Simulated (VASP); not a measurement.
Consider the following.

```yaml
crystal:
  lattice:
    - [0.00000, 2.17638, 2.17638]
    - [2.17638, 0.00000, 2.17638]
    - [2.17638, 2.17638, 0.00000]
  atoms:
    - { symbol: Be, position: [0.25000, 0.25000, 0.25000] }
    - { symbol: Be, position: [0.75000, 0.75000, 0.75000] }
    - { symbol: C, position: [0.00000, 0.00000, 0.00000] }
```

Calculation: vdW-DF2, VASP's PBE PAW potentials (set 64) (plane waves; VASP). Settings: 520 eV cut-off, Gaussian smearing of 0.050 eV, potentials Be C.

Predict the band gap (along the path) with the smallest direct gap where there is one.

```yaml
band gap (along the path): 1.78 eV
smallest direct gap (along the path): 4.21 eV
```

Total energies compare only between runs with the same potentials, cut-off and functional.

The compound is Be2C in the antifluorite structure. It was relaxed first.
